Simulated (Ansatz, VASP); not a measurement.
# Cross-check of Zr (Zr(0001) monolayer) between VASP and Ansatz, part 2 of 2

One calculation is typed for both programs; each brings its own data sets. How far apart do they land? The cell is taken from a series of runs on this material, whose earlier steps may have relaxed, scaled, displaced or heated it; both programs get it as it stands.

VASP 6.6.1 and Ansatz 0.2.0.

So far: Set-up; VASP: single point, PBE, pair 1; Ansatz: single point, PBE, pair 1; Comparison; VASP: single point, PBE, pair 2; Ansatz: single point, PBE, pair 2.

## (7) Side by side

Compared:

```tsv
quantity	Ansatz	VASP	difference
work function, lower of the two faces (eV)	4.22	4.22	0.00
work function, higher of the two faces (eV)	4.22	4.22	0.00
```

With vacuum in the cell, a pressure given here is an average over mostly empty space and none of the material.

## (8) Ansatz: single point, PBE, pair 3

With cell and atoms fixed, the geometry can't cause a difference; cores, projectors, grids and the points listed under the comparison can. This pair takes another cell of the material, with 3 atoms against 2 for the pair before.

The cell is taken from a series of runs on this material, whose earlier steps may have relaxed, scaled, displaced or heated it; both programs get it as it stands.

The input, input.yaml:

```yaml
crystal:
  lattice:
    - [3.23, 0.0, 0.0]
    - [1.615, 2.7972620542, 0.0]
    - [0.0, 0.0, 23.14539]
  atoms:
    - { symbol: Zr, position: [0.0, 0.0, 0.3888463318] }
    - { symbol: Zr, position: [0.6666666667, 0.6666666667, 0.5] }
    - { symbol: Zr, position: [0.0, 0.0, 0.6111536682] }
kpoints:
  mp_grid: { grid: [15, 15, 1] }
hamiltonian:
  xc: pbe
scf:
  occupations: { method: fermi_dirac, width: 0.1 }
  convergence: { dr2_threshold: 1.0e-09 }
efield:
  axis: 3
  dipole_correction: true
  ramp_position: 0.97
  ramp_width: 0.06
output:
  write_potential: true
  write_density: true
  volumetric_format: npy
```

The run is started by

```console
$ ansatz run input.yaml --threads 2 --pin off --max-ram 3072MiB --backend cpu --events-out ev --progress --plain --runs-dir out
```

Numbers of over 12 decimals in the logs are rounded to 6 here.

Output:

```text
[...]
Crystal: 3 atoms, lattice volume = 209.122 Å³
Basis set: ecut = 420 eV, 4121 PW (Γ)
Bands: 22, of which v1, the nominal top of the filled ones, is band 18 counted from 1 (17 counted from 0)
Symmetry: 6 space group operations
k-points: 27 of 225 (time reversal used)
[...]
k-point 0: bands = [... 14 lower, -1.0150, 1.9420, 2.0505, 2.7785, 2.9087, 2.9363, 2.9363, 2.9400, ... 4 higher]
  k-point 1: bands = [... 14 lower, -0.8917, 1.9553, 1.9957, 2.6518, 2.6546, 2.9303, 2.9374, 3.0284, ... 4 higher]
  k-point 2: bands = [... 14 lower, -0.5482, 1.7998, 1.9133, 2.3022, 2.3187, 2.7296, 2.9929, 3.2587, ... 4 higher]
  k-point 26: bands = [... 14 lower, 0.9212, 1.3327, 1.3588, 2.0237, 2.1577, 2.1990, 2.2382, 2.3720, ... 4 higher]
[key lines of the parts left out:]
SCF converged after 9 iterations
Free energy (F): -12549.752440 eV
Fermi energy:    1.991324 eV
Dipole field:    D = 0.000006 V/Å  (p = 0.000007 e·Å, saw-weighted, corrected)
Work function:   Φ+ = 4.1964 eV   Φ− = 4.1965 eV
```

## (9) VASP: single point, PBE, pair 3

The same cell, functional, mesh and smearing now go to VASP, with its own data sets.

The input, INCAR:

```
SYSTEM = Zr
PREC = Accurate
ENCUT = 400
EDIFF = 1E-06
NELM = 120
ISMEAR = -1
SIGMA = 0.1
LREAL = .FALSE.
ALGO = Normal
GGA = PE
NBANDS = 24
LASPH = .TRUE.
LORBIT = 11
LWAVE = .FALSE.
LCHARG = .FALSE.
ISIF = 2
LDIPOL = .TRUE.
IDIPOL = 3
DIPOL = 0.5 0.5 0.5
LVHAR = .TRUE.
GGA_COMPAT = .FALSE.
NELMDL = -8
KPAR = 2
```

The input, POSCAR:

```
Zr
1.0
    3.2300000000      0.0000000000      0.0000000000
    1.6150000000      2.7972620542      0.0000000000
    0.0000000000      0.0000000000     23.1453900000
Zr
3
Direct
    0.0000000000      0.0000000000      0.3888463318
    0.6666666667      0.6666666667      0.5000000000
    0.0000000000      0.0000000000      0.6111536682
```

The input, KPOINTS:

```
Automatic mesh
0
Gamma
15 15 1
0 0 0
```

The projector-augmented-wave data sets are Zr_sv (PBE family, release 64).

The run is started by

```console
$ mpirun -np 2 vasp_std
```

Output:

```text
[banner, memory and clock lines left out]
running    2 mpi-ranks, on    1 nodes
[...]
LDA part: xc-table for (Slater+PW92), standard interpolation
 POSCAR, INCAR and KPOINTS ok, starting setup
[...]
entering main loop
       N       E                     dE             d eps       ncg     rms          rms(c)
DAV:   1     0.233961151281E+03    0.23396E+03   -0.17731E+04  1792   0.106E+03
DAV:   2     0.510523176780E+00   -0.23345E+03   -0.22817E+03  1624   0.322E+02
DAV:   3    -0.249951243686E+02   -0.25506E+02   -0.25140E+02  2464   0.607E+01
DAV:   4    -0.262747092471E+02   -0.12796E+01   -0.12708E+01  1864   0.175E+01
[...]
DAV:  22    -0.238139618094E+02   -0.10971E-04   -0.23259E-06  1240   0.492E-03    0.655E-04
DAV:  23    -0.238139636975E+02   -0.18881E-05   -0.37469E-07  1224   0.197E-03    0.465E-04
DAV:  24    -0.238139644398E+02   -0.74231E-06   -0.18685E-07  1128   0.127E-03
   1 F= -.23813964E+02 E0= -.23728169E+02  d E =-.171590E+00
```

OUTCAR, selected parts (step 9):

```text
  Total       -2.4480132     -2.4480132     -1.6154435      0.0000000      0.0000000     -0.0000000
  in kB      -18.7553061    -18.7553061    -12.3766235      0.0000000      0.0000000     -0.0000000
  external PRESSURE =     -16.6290786 kB  Pullay stress =       0.0000000 kB

 POSITION                                       TOTAL-FORCE (eV/Angst)
 -----------------------------------------------------------------------------------
      0.00000      0.00000      9.00000         0.000000      0.000000      0.290925
      3.23000      1.86484     11.57269        -0.000000     -0.000000      0.000000
      0.00000      0.00000     14.14539         0.000000      0.000000     -0.290925
 -----------------------------------------------------------------------------------
    total drift:                               -0.000000     -0.000000     -0.000000

  FREE ENERGIE OF THE ION-ELECTRON SYSTEM (eV)
  ---------------------------------------------------
  free  energy   TOTEN  =       -23.8139644398 eV

  energy  without entropy=      -23.6423739446  energy(sigma->0) =      -23.72816919

[... 3 further parts left out ...]
[key lines of the parts left out:]
E-fermi :   0.3160
```

## (10) Comparison

Both answers:

```tsv
quantity	Ansatz	VASP	difference
work function, lower of the two faces (eV)	4.20	4.20	0.00
work function, higher of the two faces (eV)	4.20	4.20	0.00
```

With vacuum in the cell, a pressure given here is an average over mostly empty space and none of the material.

## (11) What came out

```json
{
 "difference in work function, lower of the two faces (single point, PBE, pair 1)": "-9.5e-4 eV",
 "difference in work function, lower of the two faces (single point, PBE, pair 2)": "2.4e-4 eV",
 "difference in work function, lower of the two faces (single point, PBE, pair 3)": "-0.0016 eV"
}
```

**Reading.** The difference in work function, lower of the two faces is -9.5e-4 eV (single point, PBE, pair 1). 5 further runs of this series are not shown here. Such differences can come from data sets, numerical settings and the points named under the comparisons, not from the functional's error against experiment.

[Lines on the potential files, build, host, timing and source positions are cut from VASP's logs without a mark.]

[Logs are printed without paths, hosts, clocks, repeated set-up lines and the standing remarks that a program may print on its own settings, such as how far it seeks lower states.]

[Hosts, paths, dates, database ids (printed as entryN), source tags and the programs' standing remarks are cut or masked in the printed files.]
